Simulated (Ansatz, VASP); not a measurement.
**NbAs: VASP beside Ansatz**

Wanted: the spread between two codes on one cell, functional and k mesh. The cell is taken from a series of runs on this material, whose earlier steps may have relaxed, scaled, displaced or heated it; both programs get it as it stands.

Program: Ansatz 0.2.0. Level of theory: plane waves, with VASP 6.6.1 beside it; relaxation of cell and atoms at PBE. Results are calculated unless marked as measured.

**1. The structure**

The structure is tetragonal, space group I4_1md (No. 109). Conventional cell: a = 3.473 Å, b = 3.473 Å, c = 11.751 Å, α = 90.00°, β = 90.00°, γ = 90.00°. Nb has 6 As at 2.63 to 2.64 Å nearest. Nearest to As lie 6 Nb at 2.63 to 2.64 Å. Farther neighbours are not listed.

**2. Ansatz: relaxation of cell and atoms, PBE**

Ansatz runs on its PAW soft_1 files.

The relaxed volume is the usual yardstick between codes: in a stiff, nearly cubic crystal its relative difference is about their pressure difference at one cell divided by the bulk modulus.

File input.yaml:

```yaml
crystal:
  lattice:
    - [-1.7365171073, 1.7365171073, 5.8756678163]
    - [1.7365171073, -1.7365171073, 5.8756678163]
    - [1.7365171073, 1.7365171073, -5.8756678163]
  atoms:
    - { symbol: Nb, position: [-0.0010995748, -0.0010995748, 0.0] }
    - { symbol: Nb, position: [0.7489004252, 0.2489004252, 0.5] }
    - { symbol: As, position: [0.4170995748, 0.4170995748, 0.0] }
    - { symbol: As, position: [0.1670995748, 0.6670995748, 0.5] }
kpoints:
  mp_grid: { grid: [12, 12, 12] }
hamiltonian:
  xc: pbe
  pseudopotentials: { kind: paw, azcp: { folder: soft_1 } }
scf:
  occupations: { method: methfessel_paxton, width: 0.2 }
output:
  forces: true
  stress: true
  eigenvalues: true
relax:
  adjacent_minimum: "off"
  f_tol: 0.001
  max_steps: 60
  cell: { stress_tol: 0.01 }
```

Run with:

```sh
ansatz run input.yaml --threads 16 --pin off --max-ram 92160MiB --backend cuda --events-out ev --progress --plain --runs-dir out --max-vram 78GiB
```

Numbers of over 12 decimals in the logs are rounded to 6 here.

What it wrote:

```text
basis.fft_grid_basis auto: the FFT boxes are laid along the combinations [[1, 0, 1], [0, 1, 1], [0, 0, 1]] of the cell's own vectors, 3.473, 3.473 and 6.368 Å long. The dense box has 24×24×45 points. Along the cell's own vectors, as sized, it would have 45×45×45, 3.52 times as many. Of the 8 symmetry operations that the crystal satisfies within crystal.symmetry.tolerance (time reversal apart; of a slab, those that ke [...]
Engine: ansatz 0.2.0, aarch64-unknown-linux-gnu
Pseudopotentials: kind: paw
Pseudopotential: Nb, paw, valence charge 13, recommended cutoff 420 eV (normal), soft_1/Nb.paw.azcp
Pseudopotential: As, paw, valence charge 15, recommended cutoff 420 eV (normal), soft_1/As.paw.azcp
Functional definition: PBE
  parameter kappa = 0.804
  parameter beta = 0.066725
  exchange = pbe_x(kappa = kappa, mu = beta*pi^2/3)
  correlation = pbe_c(beta = beta)
[...]
Crystal: 4 atoms, lattice volume = 70.872 Å³
Basis set: ecut = 420 eV, 1395 PW (Γ), FFT grids on a1+a3, a2+a3, a3, exchange–correlation on 48×48×90 points (8 copies of the dense FFT grid, shifted against one another)
Bands: 34, of which v1, the nominal top of the filled ones, is band 28 counted from 1 (27 counted from 0)
Symmetry: 8 space group operations
Space group: I41md (ITA 109), of the structure as read, at distance tolerance 4.1e-5 Å
k-points: 163 of 1728 (time reversal used)
Non-local potential: Nb, projectors of the file, l = 0: 3, l = 1: 2, l = 2: 2, l = 3: 1
Non-local potential: As, projectors of the file, l = 0: 2, l = 1: 2, l = 2: 3, l = 3: 1
PAW form: soft (Blöchl's): semilocal exchange-correlation on the pseudo side does not see the compensation charge
PAW one-centre angular grid: Nb, 590 points (default); XC on 64 Gauss nodes
PAW one-centre angular grid: As, 590 points (default); XC on 64 Gauss nodes
Initial density: superposition of atomic densities (chi_scale 0.1, normalization cell, long waves kept (reshape's long-wave potential 0.00 eV rms))
Initial wavefunctions: pseudopotential atomic-orbital guess
[...]
Functional: x = pbe(κ = 0.804, μ = 0.219515), c = pbe(β = 0.066725)
SCF iter   1: F=—  HF=-18820.287055 eV  |F-HF|=—  |Δ(HF+E_count)|=         —  Δρ=5.24e-2  dr2=2.05e0  ethr=3.10e-3  ⟨swp⟩=5.1  Hψ=19879  notcnv=0
preconditioner: auto → Kerker (q_TF=auto, 2.623 Å⁻¹)  [metal: Δε(μ)=0.019 eV  Ē_g=7.153 eV  σ=0.200 eV  W_gap=0.08  n_scr=24 (ndim 8)  ℏωp=19.7 eV  f_vac=0.000  D(μ)=0.54/eV (n_scr^D=2)]
SCF iter   2: F=—  HF=-18819.887306 eV  |F-HF|=—  |Δ(HF+E_count)|=   4.00e-1  S|Δr|=    0.00e0  Δρ=3.25e-2  dr2=7.46e-1  ethr=3.10e-3  ⟨swp⟩=2.0  Hψ=7751  notcnv=0
[...]
SCF iter   8: F=-18819.682947 eV  HF=-18819.682947 eV  |F-HF|=8.61e-9  |Δ(HF+E_count)|=   1.92e-7  S|Δr|=    0.00e0  Δρ=5.49e-6  dr2=2.40e-8  ethr=1.79e-10  ⟨swp⟩=5.0  Hψ=28706  notcnv=0
SCF 1 converged in 8 iterations: F = -18819.682947 eV  dr2 = 2.40e-8
  greatest PAW one-centre occupation: 0.999 electrons in one spin orbital (limit 2), on the As atom at site 2 (counted from 0), in its partial waves of l = 2
relax step   1: F+E_penalty+E_count = -18819.68294696 eV  Δ(F+E_penalty+E_count) = +0.000e0 eV  max|allowed force component| = 9.537e-4 eV/Å  Δτ_max = 0.0000 Å  P = -0.006 GPa  Ω = 70.872 Å³  (8 SCF iters, dr2 threshold 1.00e-7 eV, accepted)
[...]
iter 1 solved again at ethr=3.69e-8 eV; its pass at ethr=3.10e-3 eV (dr2=2.07e-5 eV) is discarded
SCF iter   1: F=—  HF=-18819.682810 eV  |F-HF|=—  |Δ(HF+E_count)|=         —  Δρ=5.52e-6  dr2=2.46e-8  ethr=3.69e-8  ⟨swp⟩=3.3  Hψ=34976  notcnv=0
preconditioner: auto → Kerker (q_TF=auto, 2.623 Å⁻¹)  [metal: Δε(μ)=0.025 eV  Ē_g=6.809 eV  σ=0.200 eV  W_gap=0.10  n_scr=24 (ndim 8)  ℏωp=19.7 eV  f_vac=0.000  D(μ)=0.67/eV (n_scr^D=2)]
SCF iter   2: F=—  HF=-18819.682947 eV  |F-HF|=—  |Δ(HF+E_count)|=   1.37e-4  S|Δr|=    0.00e0  Δρ=3.62e-6  dr2=9.75e-9  ethr=4.40e-11  ⟨swp⟩=2.6  Hψ=10388  notcnv=0
SCF iter   3: F=—  HF=-18819.682947 eV  |F-HF|=—  |Δ(HF+E_count)|=   1.86e-9  S|Δr|=    0.00e0  Δρ=1.44e-6  dr2=1.67e-9  ethr=1.74e-11  ⟨swp⟩=2.0  Hψ=6124  notcnv=0
SCF iter   4: F=—  HF=-18819.682947 eV  |F-HF|=—  |Δ(HF+E_count)|=  8.73e-11  S|Δr|=    0.00e0  Δρ=3.43e-7  dr2=8.81e-11  ethr=2.98e-12  ⟨swp⟩=2.0  Hψ=9695  notcnv=0
SCF iter   5: F=—  HF=-18819.682947 eV  |F-HF|=—  |Δ(HF+E_count)|=  1.46e-11  S|Δr|=    0.00e0  Δρ=9.68e-8  dr2=6.68e-12  ethr=1.00e-12  ⟨swp⟩=1.0  Hψ=5542  notcnv=0
SCF iter   6: F=-18819.682947 eV  HF=-18819.682947 eV  |F-HF|=3.64e-12  |Δ(HF+E_count)|=    0.00e0  S|Δr|=    0.00e0  Δρ=2.95e-8  dr2=7.03e-13  ethr=1.00e-12  ⟨swp⟩=5.0  Hψ=21335  notcnv=0
SCF 2 converged in 6 iterations: F = -18819.682947 eV  dr2 = 7.03e-13
  greatest PAW one-centre occupation: 0.999 electrons in one spin orbital (limit 2), on the As atom at site 3 (counted from 0), in its partial waves of l = 2
relax step   2: F+E_penalty+E_count = -18819.68294698 eV  Δ(F+E_penalty+E_count) = -1.034e-8 eV  max|allowed force component| = 9.546e-4 eV/Å  Δτ_max = 0.0000 Å  P = -0.006 GPa  Ω = 70.872 Å³  stress off target by 8.67e-3 GPa  SCF on the basis re-selected at this cell (its energy is not comparable with the rows above)  (6 SCF iters)
basis re-selected at this cell: Δ(F+E_penalty+E_count) = -1.034e-8 eV, ΔP = +0.000 GPa vs the last step (what re-selecting the basis moved, of the pressure what is left beyond the Pulay correction that the steps carried, after the strain that the cell walked since its last selection, with what the two solves' SCF thresholds leave and, on support functions, any second-order correction that the steps lacked; it is no m [...]
SCF converged after 6 iterations
Stability not checked: this state was not tested for a lower state beside it, because cold or Methfessel-Paxton smearing, or corrected tetrahedra, fill the levels in a way that the test cannot read (fill_not_monotonic; see scf.lower_state_search)
Free energy (F): -18819.682947 eV
Harris-Foulkes:  -18819.682947 eV  (|F-HF|=3.64e-12)
Internal energy: -18819.684816 eV  (E = F + TS)
E sigma→0 (E₀):  -18819.683414 eV
Entropy (-TS):   0.001869 eV (0.467 meV/atom)
Fermi energy:    15.646354 eV
Step filling:    the computed levels leave a gap of 0.0089 eV = 0.0 smearing widths at the electron count; against every level under it full and every level over it empty, smearing changes F+E_penalty+E_count by -0.103 meV and its σ→0 estimate by -0.570 meV
--- Per-component energies (eV) ---
  E_band       = -521.288221
  E_kinetic    = 941.775820
  E_local      = -4817.525067  (includes V_loc(G=0)·N_el)
  E_nonlocal   = -596.475093
  E_hartree    = 2481.414513
  E_xc         = -474.029637
  E_vxc        = -551.457618  (∫ρ·V_xc dr)
  E_paw        = -10191.877749  (= ΣΔE_a)
  E_vpaw       = -460.435358  (= ΣTr[D̂ρ^β])
  E_aug_tail   = 0.000059  (compensation charges beyond the density's cutoff)
  E_ewald      = -6162.967662
  E_smearing   = 0.001869  (= −TS)
  E_closure    = 0.000000  (closes the sum)
  Σ components = -18819.682947   (vs F -18819.682947, Δ=0.00e0)
--- Forces (eV/Å), atoms counted from 1 ---
  atom   1  Nb    -0.00000000     0.00000000    -0.00095463
  atom   2  Nb     0.00000000     0.00000000    -0.00095463
  atom   3  As    -0.00000000    -0.00000000     0.00095459
  atom   4  As     0.00000000    -0.00000000     0.00095459
  max |Σ_I F_I| component: 8.74e-8 eV/Å
--- Stress (GPa, compression-positive) ---
       -0.004151       0.000000      -0.000000
        0.000000      -0.004151       0.000000
       -0.000000      -0.000000      -0.008668
  P = ⅓ Tr σ = -0.0057 GPa (-0.057 kbar)
--- Band table (eV; the first three rows and the last of 163) ---
  k-point 0: bands = [... 24 lower, 13.6382, 13.9937, 14.2760, 14.2760, 16.3179, 16.8710, 18.0239, 18.5431, ... 2 higher]
  k-point 1: bands = [... 24 lower, 13.4071, 13.8270, 14.3689, 14.4970, 16.0855, 16.5807, 17.9830, 18.2747, ... 2 higher]
  k-point 2: bands = [... 24 lower, 13.0205, 14.0549, 14.7377, 14.8431, 15.9537, 15.9601, 17.7471, 18.1432, ... 2 higher]
  k-point 162: bands = [... 24 lower, 13.1981, 13.1981, 15.0854, 15.0854, 16.5812, 16.5812, 17.5319, 17.5319, ... 2 higher]
--- Relaxed structure (1 steps of the walk, 1 accepted, 1 SCFs on fresh bases) ---
  F+E_penalty+E_count = -18819.68294698 eV   max|allowed force component| = 9.546e-4 eV/Å   (the final SCF, on the basis selected at the relaxed cell)
  cell:  # Å, volume = 70.8721 Å³
    - [-1.7365171073, 1.7365171073, 5.8756678163]
    - [1.7365171073, -1.7365171073, 5.8756678163]
    - [1.7365171073, 1.7365171073, -5.8756678163]
  atoms:
    - { symbol: Nb, position: [-0.00109957, -0.00109957, 0.0] }
    - { symbol: Nb, position: [0.748900, 0.248900, 0.500000] }
    - { symbol: As, position: [0.417100, 0.417100, 0.0] }
    - { symbol: As, position: [0.167100, 0.667100, 0.500000] }
```

**3. VASP: relaxation of cell and atoms, PBE**

The same cell, functional, mesh and smearing now go to VASP, with its own data sets.

Lines of VASP's logs that name or quote its potential files are left out, and so is its time.

File INCAR:

```
SYSTEM = NbAs
PREC = Accurate
ENCUT = 500
EDIFF = 1E-07
NELM = 120
ISMEAR = 1
SIGMA = 0.2
LREAL = .FALSE.
ALGO = Normal
GGA = PE
NBANDS = 24
LASPH = .TRUE.
LORBIT = 11
LWAVE = .FALSE.
LCHARG = .FALSE.
ISIF = 3
IBRION = 2
NSW = 80
EDIFFG = -0.005
GGA_COMPAT = .FALSE.
NELMIN = 4
KPAR = 2
```

File POSCAR:

```
NbAs
1.0
   -1.7365170000      1.7365170000      5.8756680000
    1.7365170000     -1.7365170000      5.8756680000
    1.7365170000      1.7365170000     -5.8756680000
Nb As
2 2
Direct
    0.9989004654      0.9989004654      0.0000000000
    0.7489003803      0.2489003803      0.5000000000
    0.4170995536      0.4170995536      0.0000000000
    0.1670995536      0.6670995536      0.5000000000
```

File KPOINTS:

```
Automatic mesh
0
Gamma
12 12 12
0 0 0
```

The projector-augmented-wave data sets are Nb_sv and As (PBE family, release 64).

Run with:

```sh
mpirun -np 2 vasp_std
```

What it wrote:

```text
[banner, memory and clock lines left out]
running    2 mpi-ranks, on    1 nodes
 distrk:  each k-point on    1 cores,    2 groups
 distr:  one band on    1 cores,    1 groups

 POSCAR found type information on POSCAR NbAs
 POSCAR found :  2 types and       4 ions
 LDA part: xc-table for (Slater+PW92), standard interpolation
 POSCAR, INCAR and KPOINTS ok, starting setup
 FFT: planning ... GRIDC
 FFT: planning ... GRID_SOFT
 FFT: planning ... GRID
 WAVECAR not read
 entering main loop
       N       E                     dE             d eps       ncg     rms          rms(c)
DAV:   1     0.342314160645E+03    0.34231E+03   -0.18500E+04  7832   0.143E+03
DAV:   2    -0.762414541001E+01   -0.34994E+03   -0.34200E+03  9536   0.513E+02
DAV:   3    -0.326919276032E+02   -0.25068E+02   -0.24608E+02 13640   0.105E+02
DAV:   4    -0.344567364942E+02   -0.17648E+01   -0.17573E+01 12304   0.232E+01
DAV:   5    -0.345015035007E+02   -0.44767E-01   -0.44751E-01 12768   0.387E+00    0.108E+01
DAV:   6    -0.325358747010E+02    0.19656E+01   -0.90653E+00 11768   0.195E+01    0.297E+00
DAV:   7    -0.325352074384E+02    0.66726E-03   -0.46187E-01 12584   0.393E+00    0.189E+00
DAV:   8    -0.325287488805E+02    0.64586E-02   -0.62983E-02 11816   0.160E+00    0.417E-01
DAV:   9    -0.325291522905E+02   -0.40341E-03   -0.73920E-03 13408   0.636E-01    0.239E-01
DAV:  10    -0.325293887831E+02   -0.23649E-03   -0.12294E-03 10368   0.319E-01    0.282E-02
DAV:  11    -0.325293784217E+02    0.10361E-04   -0.93589E-05 12712   0.704E-02    0.131E-02
DAV:  12    -0.325293740234E+02    0.43983E-05   -0.11638E-05 11928   0.308E-02    0.379E-03
DAV:  13    -0.325293735295E+02    0.49391E-06   -0.51616E-07 11296   0.519E-03    0.195E-03
DAV:  14    -0.325293734535E+02    0.76002E-07   -0.58465E-08  7368   0.206E-03
   1 F= -.32529373E+02 E0= -.32529989E+02  d E =-.325294E+02
 curvature:   0.00 expect dE= 0.000E+00 dE for cont linesearch  0.000E+00
 trial: gam= 0.00000 g(F)=  0.318E-06 g(S)=  0.129E-04 ort = 0.000E+00 (trialstep = 0.100E+01)
 search vector abs. value=  0.132E-04
 bond charge predicted
       N       E                     dE             d eps       ncg     rms          rms(c)
DAV:   1    -0.325294521322E+02   -0.78603E-04   -0.30537E-03 10696   0.589E-01    0.624E-02
DAV:   2    -0.325293889909E+02    0.63141E-04   -0.31218E-04 11624   0.163E-01    0.249E-02
DAV:   3    -0.325293746201E+02    0.14371E-04   -0.31336E-05 12520   0.465E-02    0.944E-03
DAV:   4    -0.325293731136E+02    0.15065E-05   -0.14003E-05 14280   0.186E-02    0.553E-03
DAV:   5    -0.325293728669E+02    0.24672E-06   -0.59633E-07 10080   0.557E-03    0.338E-03
DAV:   6    -0.325293721057E+02    0.76122E-06   -0.89999E-07 14144   0.506E-03    0.108E-03
DAV:   7    -0.325293718432E+02    0.26251E-06   -0.56617E-08  6640   0.242E-03    0.373E-04
DAV:   8    -0.325293717945E+02    0.48645E-07   -0.18678E-08  6144   0.129E-03
   2 F= -.32529372E+02 E0= -.32529989E+02  d E =0.165897E-05
 trial-energy change:    0.000002  1 .order   -0.000000   -0.000013    0.000013
 step:   0.4016(harm=  0.5129)  dis= 0.00002  next Energy=   -32.529376 (dE=-0.253E-05)
 bond charge predicted
       N       E                     dE             d eps       ncg     rms          rms(c)
DAV:   1    -0.325294031693E+02   -0.31326E-04   -0.10992E-03 10296   0.353E-01    0.375E-02
DAV:   2    -0.325293790124E+02    0.24157E-04   -0.11255E-04 11488   0.977E-02    0.150E-02
DAV:   3    -0.325293739145E+02    0.50979E-05   -0.11404E-05 12552   0.280E-02    0.568E-03
DAV:   4    -0.325293743755E+02   -0.46094E-06   -0.49636E-06 14296   0.110E-02    0.325E-03
DAV:   5    -0.325293749372E+02   -0.56168E-06   -0.22488E-07  8520   0.349E-03    0.197E-03
DAV:   6    -0.325293756651E+02   -0.72793E-06   -0.19338E-07  7520   0.312E-03    0.480E-04
DAV:   7    -0.325293758079E+02   -0.14284E-06   -0.68407E-08  5288   0.256E-03    0.176E-04
DAV:   8    -0.325293757922E+02    0.15745E-07   -0.44649E-08  4968   0.193E-03
   3 F= -.32529376E+02 E0= -.32529992E+02  d E =-.233870E-05
 curvature:  -0.24 expect dE=-0.825E-06 dE for cont linesearch -0.677E-07
 trial: gam= 0.11136 g(F)=  0.457E-06 g(S)=  0.294E-05 ort = 0.192E-05 (trialstep = 0.880E+00)
 search vector abs. value=  0.399E-05
 reached required accuracy - stopping structural energy minimisation
```

(Part 1 of 2 ends here.)

[Lines on the potential files, build, host, timing and source positions are cut from VASP's logs without a mark.]

[Logs are printed without paths, hosts, clocks, repeated set-up lines and the standing remarks that a program may print on its own settings, such as how far it seeks lower states.]

[Hosts, paths, dates, database ids (printed as entryN), source tags and the programs' standing remarks are cut or masked in the printed files.]
